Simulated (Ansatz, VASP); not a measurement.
## Mg (Magnesium) in two plane-wave programs

One calculation is typed for both programs; each brings its own data sets. How far apart do they land? The cell is taken from a series of runs on this material, whose earlier steps may have relaxed, scaled, displaced or heated it; both programs get it as it stands.

Calculated with Ansatz 0.2.0; plane waves, with VASP 6.6.1 beside it; zone-centre phonons at LDA.

## 1. Set-up

It takes space group P6_3/mmc (No. 194, hexagonal). The conventional cell has a = 3.212 Å, b = 3.212 Å, c = 5.126 Å, α = 90.00°, β = 90.00°, γ = 120.00°. Nearest to Mg lie 12 Mg at 3.16 to 3.21 Å.

## 2. VASP: zone-centre phonons, LDA

Second derivatives magnify differences that forces hide, and they need a tight electronic threshold.

Lines of VASP's logs that name or quote its potential files are left out, and so is its time.

The input, INCAR:

```
SYSTEM = Mg
PREC = Accurate
ENCUT = 600
EDIFF = 1E-08
NELM = 120
ISMEAR = 1
SIGMA = 0.2
LREAL = .FALSE.
ALGO = Normal
GGA = CA
NBANDS = 8
LORBIT = 11
LWAVE = .FALSE.
LCHARG = .FALSE.
ISIF = 2
IBRION = 8
LASPH = .TRUE.
GGA_COMPAT = .FALSE.
KPAR = 2
```

The input, POSCAR:

```
Mg
1.0
    3.2116948458      0.0000000000      0.0000000000
   -1.6058474229      2.7814093257      0.0000000000
    0.0000000000      0.0000000000      5.1262572003
Mg
2
Direct
    0.3333333333      0.6666666667      0.2500000000
    0.6666666667      0.3333333333      0.7500000000
```

The input, KPOINTS:

```
Automatic mesh
0
Gamma
15 15 8
0 0 0
```

The projector-augmented-wave data sets are Mg (LDA family, release 64).

Command:

```console
$ mpirun -np 2 vasp_std
```

Numbers of over 12 decimals in the logs are rounded to 6 here.

Output:

```text
[banner, memory and clock lines left out]
running    2 mpi-ranks, on    1 nodes
 distrk:  each k-point on    1 cores,    2 groups
 distr:  one band on    1 cores,    1 groups

 POSCAR found type information on POSCAR Mg
 POSCAR found :  1 types and       2 ions
 LDA part: xc-table for (Slater(with rela. corr.)+CA(PZ))
 , standard interpolation
 POSCAR, INCAR and KPOINTS ok, starting setup
 FFT: planning ... GRIDC
 FFT: planning ... GRID_SOFT
 FFT: planning ... GRID
 WAVECAR not read
 entering main loop
       N       E                     dE             d eps       ncg     rms          rms(c)
DAV:   1    -0.110162430136E+01   -0.11016E+01   -0.13757E+03  2160   0.392E+02
DAV:   2    -0.360228022419E+01   -0.25007E+01   -0.24175E+01  2888   0.224E+01
DAV:   3    -0.361934182690E+01   -0.17062E-01   -0.15427E-01  2880   0.218E+00
DAV:   4    -0.361938554325E+01   -0.43716E-04   -0.43712E-04  3152   0.897E-02
DAV:   5    -0.361938557940E+01   -0.36147E-07   -0.35975E-07  2840   0.222E-03    0.947E-01
DAV:   6    -0.360788170556E+01    0.11504E-01   -0.75690E-04  2688   0.169E-01    0.601E-01
DAV:   7    -0.359863401290E+01    0.92477E-02   -0.26018E-03  2296   0.308E-01    0.310E-02
DAV:   8    -0.359862700492E+01    0.70080E-05   -0.15596E-05  3424   0.228E-02    0.673E-03
DAV:   9    -0.359862590067E+01    0.11043E-05   -0.61207E-07  2528   0.389E-03    0.610E-04
DAV:  10    -0.359862589753E+01    0.31318E-08   -0.23066E-09  3368   0.338E-04
   1 F= -.35986259E+01 E0= -.35979473E+01  d E =-.203575E-02
 Linear response reoptimize wavefunctions to high precision
DAV:   1    -0.359862589787E+01   -0.33786E-09   -0.91662E-11  2200   0.747E-05
DAV:   2    -0.359862589787E+01   -0.56843E-13   -0.69062E-13  1744   0.427E-06
 Linear response DOF=           2
 Linear response progress:
  Degree of freedom:   1/  2
       N       E                     dE             d eps       ncg     rms          rms(c)
RMM:   1    -0.134145992508E-02   -0.13415E-02   -0.88650E-04 16087   0.175E-01
RMM:   2    -0.134706844137E-02   -0.56085E-05   -0.42167E-06 13984   0.125E-02    0.210E-02
RMM:   3    -0.132794055933E-02    0.19128E-04   -0.23309E-07 14288   0.373E-03    0.133E-02
RMM:   4    -0.131779159181E-02    0.10149E-04   -0.49588E-07 13318   0.583E-03    0.653E-04
RMM:   5    -0.131828698813E-02   -0.49540E-06   -0.15436E-08 14897   0.689E-04    0.102E-04
RMM:   6    -0.131836161113E-02   -0.74623E-07   -0.14577E-10 14869   0.669E-05    0.153E-05
RMM:   7    -0.131839305681E-02   -0.31446E-07   -0.85866E-11 15567   0.114E-05    0.256E-06
RMM:   8    -0.131839143519E-02    0.16216E-08    0.25084E-11 13691   0.242E-06    0.321E-07
 first order change of Fermi-energy   0.60093E-07
 force on displaced ion       1 direction 1 :  -0.690   0.000   0.000
 Linear response progress:
  Degree of freedom:   2/  2
       N       E                     dE             d eps       ncg     rms          rms(c)
RMM:   1    -0.128997323950E-01   -0.12900E-01   -0.70335E-02  6904   0.301E-01
RMM:   2    -0.411042357720E-02    0.87893E-02   -0.11145E-03  4757   0.388E-02    0.293E-02
RMM:   3    -0.399560438535E-02    0.11482E-03   -0.59062E-05  4778   0.118E-02    0.135E-02
RMM:   4    -0.402139837166E-02   -0.25794E-04   -0.15740E-05  4830   0.639E-03    0.509E-03
RMM:   5    -0.401899801213E-02    0.24004E-05   -0.34447E-06  4910   0.270E-03    0.243E-04
RMM:   6    -0.401905536899E-02   -0.57357E-07    0.52444E-07  5001   0.289E-04    0.138E-04
RMM:   7    -0.401924470446E-02   -0.18934E-06   -0.16956E-07  5061   0.799E-05    0.682E-06
RMM:   8    -0.401927128619E-02   -0.26582E-07   -0.86085E-08  5209   0.106E-05    0.233E-06
RMM:   9    -0.401925985832E-02    0.11428E-07    0.77553E-09  4849   0.269E-06    0.647E-07
RMM:  10    -0.401926043419E-02   -0.57587E-09   -0.14003E-09  3556   0.135E-06    0.600E-08
 first order change of Fermi-energy  -0.37526E-05
 force on displaced ion       1 direction 3 :   0.000   0.000  -2.482
 Linear response finished
```

OUTCAR, selected parts (step 2):

```text
ion  position               nearest neighbor table
   1  0.333  0.667  0.250-   2 3.16   2 3.16   2 3.16   2 3.16   2 3.16   2 3.16
   2  0.667  0.333  0.750-   1 3.16   1 3.16   1 3.16   1 3.16   1 3.16   1 3.16

  LATTYP: Found a hexagonal cell.
 ALAT       =     3.2116948458
 C/A-ratio  =     1.5961221244

 Subroutine GETGRP returns: Found 24 space group operations
 (whereof 12 operations were pure point group operations)

The static configuration has the point symmetry D_3d.
 The point group associated with its full space group is D_6h.

 Found    135 irreducible k-points:

   k-points           NKPTS =    135   k-points in BZ     NKDIM =    135   number of bands    NBANDS=      8

   dimension x,y,z NGX =    28 NGY =   28 NGZ =   42
   dimension x,y,z NGXF=    56 NGYF=   56 NGZF=   84

   ENCUT  =  600.0 eV  44.10 Ry    6.64 a.u.   6.41  6.41 10.24*2*pi/ulx,y,z

   NELECT =       4.0000    total number of electrons

 k-points in reciprocal lattice and weights: Automatic mesh
   0.00000000  0.00000000  0.00000000       0.001
   0.06666667  0.00000000  0.00000000       0.003
   0.13333333  0.00000000  0.00000000       0.003
   0.20000000  0.00000000  0.00000000       0.003
   0.26666667  0.00000000  0.00000000       0.003
   0.33333333  0.00000000  0.00000000       0.003
   0.40000000  0.00000000  0.00000000       0.003
   0.46666667 -0.00000000  0.00000000       0.003
   0.06666667  0.06666667  0.00000000       0.003
[...]
0.33333333  0.26666667  0.50000000       0.007
   0.33333333  0.33333333  0.50000000       0.001

 average (electrostatic) potential at core
       1 -39.3568       2 -39.3568

  Total       -0.6759219     -0.6759219     -0.6786796     -0.0000000      0.0000000      0.0000000
  in kB      -23.6487121    -23.6487121    -23.7451970     -0.0000000      0.0000000      0.0000000
  external PRESSURE =     -23.6808737 kB  Pullay stress =       0.0000000 kB

  energy-cutoff  :      600.00
  volume of cell :       45.79
      direct lattice vectors                 reciprocal lattice vectors
     3.211694846  0.000000000  0.000000000     0.311362084  0.179764983  0.000000000
    -1.605847423  2.781409326  0.000000000     0.000000000  0.359529966  0.000000000
     0.000000000  0.000000000  5.126257200     0.000000000  0.000000000  0.195074098

 POSITION                                       TOTAL-FORCE (eV/Angst)
 -----------------------------------------------------------------------------------
     -0.00000      1.85427      1.28156         0.000000      0.000000      0.000000
      1.60585      0.92714      3.84469        -0.000000      0.000000      0.000000
 -----------------------------------------------------------------------------------
    total drift:                                0.000000     -0.000000      0.000000

 Eigenvectors and eigenvalues of the dynamical matrix
 ----------------------------------------------------

   1 f  =    7.065188 THz    44.391888 2PiTHz  235.669319 cm-1    29.219258 meV
             X         Y         Z           dx          dy          dz
     -0.000000  1.854273  1.281564     0.000000    0.000000    0.707107
      1.605847  0.927136  3.844693     0.000000    0.000000   -0.707107

   2 f  =    3.726139 THz    23.412025 2PiTHz  124.290633 cm-1    15.410068 meV
             X         Y         Z           dx          dy          dz
     -0.000000  1.854273  1.281564     0.000000    0.707107   -0.000000
      1.605847  0.927136  3.844693     0.000000   -0.707107   -0.000000

   3 f  =    3.726139 THz    23.412025 2PiTHz  124.290633 cm-1    15.410068 meV
             X         Y         Z           dx          dy          dz
     -0.000000  1.854273  1.281564     0.707107    0.000000    0.000000
      1.605847  0.927136  3.844693    -0.707107    0.000000    0.000000

   4 f  =    0.000000 THz     0.000000 2PiTHz    0.000000 cm-1     0.000000 meV
             X         Y         Z           dx          dy          dz
     -0.000000  1.854273  1.281564     0.000000    0.678746    0.198253
      1.605847  0.927136  3.844693     0.000000    0.678746    0.198253

   5 f  =    0.000000 THz     0.000000 2PiTHz    0.000000 cm-1     0.000000 meV
             X         Y         Z           dx          dy          dz
     -0.000000  1.854273  1.281564     0.707107    0.000000    0.000000
      1.605847  0.927136  3.844693     0.707107    0.000000    0.000000

   6 f/i=    0.000000 THz     0.000000 2PiTHz    0.000002 cm-1     0.000000 meV
             X         Y         Z           dx          dy          dz
     -0.000000  1.854273  1.281564     0.000000   -0.198253    0.678746
      1.605847  0.927136  3.844693     0.000000   -0.198253    0.678746

 ELASTIC MODULI CONTR FROM IONIC RELAXATION (kBar)
 Direction    XX          YY          ZZ          XY          YZ          ZX
 --------------------------------------------------------------------------------
 XX         -22.3467     22.3467      0.0000      0.0000      0.0000      0.0000
 YY          22.3467    -22.3467      0.0000     -0.0000      0.0000      0.0000
 ZZ           0.0000      0.0000      0.0000      0.0000      0.0000      0.0000
 XY           0.0000     -0.0000      0.0000    -22.3467      0.0000      0.0000
 YZ           0.0000      0.0000      0.0000      0.0000      0.0000      0.0000
 ZX           0.0000      0.0000      0.0000      0.0000      0.0000      0.0000
 --------------------------------------------------------------------------------
```

## 3. Ansatz: zone-centre phonons, LDA

Ansatz runs on its PAW soft_1 files.

The same cell, functional (in two slightly different forms), mesh and smearing now go to Ansatz, which takes its cutoff from its data sets.

The input, input.yaml:

```yaml
crystal:
  lattice:
    - [3.2116948458, 0.0, 0.0]
    - [-1.6058474229, 2.7814093257, 0.0]
    - [0.0, 0.0, 5.1262572003]
  atoms:
    - { symbol: Mg, position: [0.3333333333, 0.6666666667, 0.25] }
    - { symbol: Mg, position: [0.6666666667, 0.3333333333, 0.75] }
kpoints:
  mp_grid: { grid: [15, 15, 8] }
hamiltonian:
  xc: lda
  pseudopotentials: { kind: paw, azcp: { folder: soft_1 }, xc_functional: pbe }
scf:
  occupations: { method: methfessel_paxton, width: 0.2 }
output:
  eigenvalues: true
phonons:
  method: dfpt
```

Command:

```console
$ ansatz run input.yaml --threads 4 --pin off --max-ram 10240MiB --backend cpu --events-out ev --progress --plain --runs-dir out
```

Output:

```text
zone centre: on kpoints.mp_grid the ground state, and the responses unless they are solved on pairs of k-points, stand on 320 of the mesh's 1800 k-points, reduced under 4 symmetry operations, with k and −k counted as one. Each operation leaves every solved displacement unchanged or reverses it
Engine: ansatz 0.2.0, aarch64-unknown-linux-gnu
Pseudopotentials: kind: paw
Pseudopotential: Mg, paw, valence charge 10, recommended cutoff 420 eV (normal), soft_1/Mg.paw.azcp
Functional definition: SPW92
  exchange = slater_x
  correlation = pw_c
Crystal: 2 atoms, lattice volume = 45.793 Å³
Basis set: ecut = 420 eV, 905 PW (Γ), exchange–correlation on 48×48×72 points (8 copies of the dense FFT grid, shifted against one another)
Bands: 14, of which v1, the nominal top of the filled ones, is band 10 counted from 1 (9 counted from 0)
Symmetry: 24 space group operations
k-points: 320 of 1800 (irreducible under 4 space group operations, time reversal used)
Non-local potential: Mg, projectors of the file, l = 0: 3, l = 1: 2, l = 2: 1
PAW form: soft (Blöchl's): semilocal exchange-correlation on the pseudo side does not see the compensation charge
PAW frozen core: Mg, regenerated for the run's functional, and the local potential with it (the file was generated under x = pbe(κ = 0.804, μ = 0.219515), c = pbe(β = 0.066725))
PAW one-centre angular grid: Mg, 110 points (default); XC on 64 Gauss nodes
Initial density: superposition of atomic densities (chi_scale 0.1, normalization cell)
Initial wavefunctions: pseudopotential atomic-orbital guess
Functional: x = slater, c = lda
SCF iter   1: F=—  HF=-3803.238119 eV  |F-HF|=—  |Δ(HF+E_count)|=         —  Δρ=1.44e-2  dr2=1.09e-1  ethr=3.10e-3  ⟨swp⟩=5.0  Hψ=22522  notcnv=0
preconditioner: auto → none  [metal: Δε(μ)=0.019 eV  Ē_g=6.883 eV  σ=0.200 eV  W_gap=0.08  n_scr=8 (ndim 8)  ℏωp=11.0 eV  f_vac=0.000  D(μ)=0.98/eV (n_scr^D=2)  sad-step TF]
SCF iter   2: F=—  HF=-3803.210431 eV  |F-HF|=—  |Δ(HF+E_count)|=   2.77e-2  S|Δr|=    0.00e0  Δρ=9.14e-3  dr2=5.10e-2  ethr=5.47e-4  ⟨swp⟩=1.0  Hψ=7040  notcnv=0
SCF iter   3: F=—  HF=-3803.191062 eV  |F-HF|=—  |Δ(HF+E_count)|=   1.94e-2  S|Δr|=    0.00e0  Δρ=9.02e-4  dr2=4.97e-4  ethr=2.55e-4  ⟨swp⟩=2.3  Hψ=6830  notcnv=0
SCF iter   4: F=—  HF=-3803.191045 eV  |F-HF|=—  |Δ(HF+E_count)|=   1.74e-5  S|Δr|=    0.00e0  Δρ=1.25e-4  dr2=1.82e-6  ethr=2.48e-6  ⟨swp⟩=3.0  Hψ=7761  notcnv=0
SCF iter   5: F=—  HF=-3803.191052 eV  |F-HF|=—  |Δ(HF+E_count)|=   7.19e-6  S|Δr|=    0.00e0  Δρ=3.11e-6  dr2=2.63e-9  ethr=9.10e-9  ⟨swp⟩=2.0  Hψ=7290  notcnv=0
SCF iter   6: F=-3803.191052 eV  HF=-3803.191052 eV  |F-HF|=5.00e-12  |Δ(HF+E_count)|=   8.28e-9  S|Δr|=    0.00e0  Δρ=1.51e-7  dr2=5.70e-12  ethr=1.00e-12  ⟨swp⟩=6.0  Hψ=26813  notcnv=0
SCF 1 converged in 6 iterations: F = -3803.191052 eV  dr2 = 5.70e-12
  greatest PAW one-centre occupation: 1.000 electrons in one spin orbital (limit 2), on the Mg atom at site 1 (counted from 0), in its partial waves of l = 0
DFPT response loops at Γ: preconditioner auto → Kerker (q_TF=auto, 2.376 Å⁻¹) (partly filled bands, converged f_vac=0.000); β = 1.00, the filter's whole step (`scf.mixing.beta` (0.50) is not read by the response loops under this deck's `scf.mixing.preconditioner`; to damp them name `kerker` or `kerker_dos`, under which they read `scf.mixing.beta`, and type it under 1.00, their step now; both keys bind the ground state too); Broyden in place of MSR1
SCF converged after 6 iterations
Stability not checked: this state was not tested for a lower state beside it, because cold or Methfessel-Paxton smearing, or corrected tetrahedra, fill the levels in a way that the test cannot read (fill_not_monotonic; see scf.lower_state_search)
Free energy (F): -3803.191052 eV
Harris-Foulkes:  -3803.191052 eV  (|F-HF|=5.00e-12)
Internal energy: -3803.189000 eV  (E = F + TS)
E sigma→0 (E₀):  -3803.190539 eV
Entropy (-TS):   -0.002052 eV (-1.026 meV/atom)
Fermi energy:    5.430135 eV
--- Per-component energies (eV) ---
  E_band       = -716.674668
  E_kinetic    = 139.037834
  E_local      = -3425.488259  (includes V_loc(G=0)·N_el)
  E_nonlocal   = 392.172169
  E_hartree    = 1167.118568
  E_xc         = -51.499644
  E_vxc        = -66.896493  (∫ρ·V_xc dr)
  E_paw        = -560.354414  (= ΣΔE_a)
  E_vpaw       = -89.736672  (= ΣTr[D̂ρ^β])
  E_aug_tail   = -0.000263  (compensation charges beyond the density's cutoff)
  E_ewald      = -1464.475948
  E_core_change = 0.300959  (= ΣΔE_core)
  E_smearing   = -0.002052  (= −TS)
  E_closure    = -0.000000  (closes the sum)
  Σ components = -3803.191052   (vs F -3803.191052, Δ=0.00e0)
--- Band table (eV; the first three rows and the last of 320) ---
  k-point 0: bands = [... 6 lower, -37.3105, -37.3105, -1.4900, 3.8789, 4.3201, 16.1590, 16.1590, 16.1621]
  k-point 1: bands = [... 6 lower, -37.3108, -37.3108, -1.4001, 2.8001, 5.5527, 16.2251, 16.2251, 16.2312]
  k-point 2: bands = [... 6 lower, -37.3114, -37.3114, -1.1310, 1.6856, 7.1282, 14.7257, 16.4096, 16.4096]
  k-point 319: bands = [... 6 lower, -37.3171, -37.3171, 3.0343, 3.0343, 7.8649, 7.8649, 9.2720, 9.2720]
--- Phonons (Γ-DFPT): 2 representative perturbations + reference, on 320 of 1800 k-points (Σ response iterations 6) ---
  k mesh reduced under 4 symmetry operations, with k and −k counted as one. Each operation leaves every solved displacement unchanged or reverses it
  ASR residual: 1.997e-4 → 0.000e0 eV/Å²; symmetrization residual: 3.449e-13 eV/Å²
  ASR residual per site (eV/Å²): 2.00e-4 2.00e-4
  Γ frequencies (cm⁻¹): 0.00 0.00 0.00 123.88 123.88 235.04
  non-analytic LO–TO correction: not included (Born effective charges unavailable; polar crystals: no LO–TO splitting at Γ)
```

The column dr2 measures how far the density is from self-consistency, as an energy; F and HF (Harris–Foulkes) agree once it is small.

## 4. Comparison

Known differences besides the potentials themselves: the two LDA forms differ slightly; the data sets hold 20 valence electrons in Ansatz (on its PAW soft_1 files) and 4 in VASP; the cutoff is 420 eV in Ansatz and 600 eV in VASP; VASP's log shows a relativistic correction to its local exchange, Ansatz's none. Total energies have different zeros and are not compared.

The two programs side by side:

| quantity | Ansatz | VASP | difference |
| --- | --- | --- | --- |
| optical mode 1 to 2 (cm⁻¹) | 123.9 | 124.3 | -0.33 % |
| optical mode 3 (cm⁻¹) | 235.0 | 235.7 | -0.27 % |

Modes are paired by rising frequency, not by their patterns, so a pair may set unlike modes beside each other; they are those without the splitting of longitudinal modes.

## 5. What came out

| Property | Result |
| --- | --- |
| r.m.s. difference of the optical zone-centre modes, each program's sorted by frequency (zone-centre phonons, LDA) | 0.49 cm⁻¹ |

In words: The r.m.s. difference of the optical zone-centre modes, each program's sorted by frequency is 0.49 cm⁻¹ (zone-centre phonons, LDA). The data sets hold unlike numbers of valence electrons (20 in Ansatz and 4 in VASP), so part of the differences comes from the potentials. How closely two codes agree says nothing of how well the functional describes the real material.

[Lines on the potential files, build, host, timing and source positions are cut from VASP's logs without a mark.]

[Logs are printed without paths, hosts, clocks, repeated set-up lines and the standing remarks that a program may print on its own settings, such as how far it seeks lower states.]

[Hosts, paths, dates, database ids (printed as entryN), source tags and the programs' standing remarks are cut or masked in the printed files.]
